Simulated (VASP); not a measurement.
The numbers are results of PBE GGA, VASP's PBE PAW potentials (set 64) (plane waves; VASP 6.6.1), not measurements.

VASP ran on this input.

**INCAR**
```
! general
SYSTEM   =  ZrC
PREC     =  Accurate
ENCUT    =  520
LREAL    =  .FALSE.
LASPH    =  .TRUE.

! electronic loop
EDIFF    =  1E-6
NELM     =  100
ALGO     =  Normal
LMAXMIX  =  4

! smearing
ISMEAR   =  1
SIGMA    =  0.1

! functional
GGA      =  PE

! ions
ISIF     =  2

! output
LWAVE    =  .FALSE.
LCHARG   =  .FALSE.
```

KPOINTS:
```
kpoints
0
Gamma
  7 7 7
0 0 0
```

**POSCAR**
```
ZrC
2.3430940
  0.0000000000   0.9952016436   0.9858917312
  1.0000000000   0.0000000000   0.9858917312
  1.0000000000   0.9952016436   0.0000000000
Zr C
1 1
Cartesian
  0.0000000000   0.0000000000   0.0000000000
  1.0423640000   0.9952016436   0.9858917312
```

POTCAR, in this order: Zr_sv C (PBE.64 set). Program: vasp_std.

The run wrote:

**OSZICAR**
```
       N       E                     dE             d eps       ncg     rms          rms(c)
DAV:   1     0.111792344987E+03    0.11179E+03   -0.91261E+03  1536   0.136E+03
DAV:   2    -0.167090388377E+02   -0.12850E+03   -0.12061E+03  1788   0.337E+02
DAV:   3    -0.226281305968E+02   -0.59191E+01   -0.58317E+01  2284   0.649E+01
DAV:   4    -0.228495489912E+02   -0.22142E+00   -0.22130E+00  1980   0.119E+01
DAV:   5    -0.228550451616E+02   -0.54962E-02   -0.54959E-02  2284   0.158E+00    0.226E+01
DAV:   6    -0.195137167447E+02    0.33413E+01   -0.16072E+01  1704   0.286E+01    0.870E+00
DAV:   7    -0.194058639797E+02    0.10785E+00   -0.69842E-01  1816   0.686E+00    0.634E+00
DAV:   8    -0.194004502290E+02    0.54138E-02   -0.12283E-01  1696   0.343E+00    0.150E+00
DAV:   9    -0.193972009511E+02    0.32493E-02   -0.24923E-02  2004   0.113E+00    0.460E-01
DAV:  10    -0.193975867168E+02   -0.38577E-03   -0.18296E-03  1804   0.557E-01    0.344E-01
DAV:  11    -0.193974449955E+02    0.14172E-03   -0.52209E-04  1752   0.196E-01    0.186E-02
DAV:  12    -0.193974430849E+02    0.19106E-05   -0.10080E-05  2380   0.339E-02    0.102E-02
DAV:  13    -0.193974427168E+02    0.36818E-06   -0.32443E-07  1000   0.545E-03
   1 F= -.19397443E+02 E0= -.19397370E+02  d E =-.218237E-03
```

OUTCAR:
```
------------------------ aborting loop because EDIFF is reached ----------------------------------------
  FORCE on cell =-STRESS in cart. coord.  units (eV):
  Direction    XX          YY          ZZ          XY          YZ          ZX
  --------------------------------------------------------------------------------------
  Total        1.3404656      1.1779642      1.7378929      0.0000000      0.0000000      0.0000000
  in kB       85.0798691     74.7658453    110.3047330      0.0000000      0.0000000      0.0000000
  external PRESSURE =      90.0501492 kB  Pullay stress =       0.0000000 kB
  volume of cell :       25.24
      direct lattice vectors                 reciprocal lattice vectors
     0.000000000  2.331851000  2.310037000    -0.213393061  0.214421933  0.216446750
     2.343094000  0.000000000  2.310037000     0.213393061 -0.214421933  0.216446750
     2.343094000  2.331851000  0.000000000     0.213393061  0.214421933 -0.216446750
 POSITION                                       TOTAL-FORCE (eV/Angst)
 -----------------------------------------------------------------------------------
      0.00000      0.00000      0.00000         0.685375      0.000000      0.000000
      2.44236      2.33185      2.31004        -0.685375      0.000000      0.000000
 -----------------------------------------------------------------------------------
    total drift:                               -0.000026     -0.000001      0.000000
  FREE ENERGIE OF THE ION-ELECTRON SYSTEM (eV)
  ---------------------------------------------------
  free  energy   TOTEN  =       -19.3974427168 eV

  energy  without entropy=      -19.3972244800  energy(sigma->0) =      -19.39736997
```
(Selected blocks of OUTCAR.)

### OUTCAR
```
 val. band max:        9.8986709748   @ k =   0.4286   0.0000   0.4286

 cond. band min:       9.9560141526   @ k =   0.2857   0.0000   0.2857


 Fermi energy:         9.9374824128

 k-point     1 :       0.0000    0.0000    0.0000
  band No.  band energies     occupation
      1     -38.0571      2.00000
      2     -15.7518      2.00000
      3     -15.7515      2.00000
      4     -15.7475      2.00000
      5      -1.4520      2.00000
      6      10.3830     -0.00000
      7      10.4110     -0.00000
      8      10.5883     -0.00000
      9      10.9741     -0.00000
     10      11.6033     -0.00000
     11      11.6179     -0.00000
     12      12.8764      0.00000

 k-point     2 :       0.1429   -0.0000    0.0000
  band No.  band energies     occupation
      1     -38.0356      2.00000
      2     -15.9416      2.00000
      3     -15.7696      2.00000
      4     -15.7638      2.00000
      5      -0.9816      2.00000
      6       8.6768      2.00000
      7       9.2530      2.00000
      8       9.4060      2.00000
      9      11.5857     -0.00000
     10      11.7370     -0.00000
     11      12.1650      0.00000
     12      14.8413      0.00000

 k-point     3 :       0.2857   -0.0000    0.0000
  band No.  band energies     occupation
      1     -37.9867      2.00000
      2     -16.3475      2.00000
      3     -15.8102      2.00000
      4     -15.7969      2.00000
      5       0.1935      2.00000
      6       6.5654      2.00000
      7       7.8022      2.00000
      8       7.8448      2.00000
      9      12.8382      0.00000
     10      12.9302      0.00000
     11      13.1068      0.00000
     12      17.6374      0.00000

 k-point     4 :       0.4286   -0.0000    0.0000
  band No.  band energies     occupation
      1     -37.9472      2.00000
      2     -16.6533      2.00000
      3     -15.8423      2.00000
      4     -15.8231      2.00000
      5       1.4735      2.00000
      6       4.8664      2.00000
...
```

The compound is ZrC in the rock salt structure. The cell was not relaxed at this level, atoms are displaced from their ideal sites. The k-mesh is coarse (spacing up to 0.33 per Å, 2π included), so the numbers may not be converged in it. The run is one of a series of settings (KPOINTS 7×7×7 Γ-centred mesh against the base run), some of them coarse on purpose.
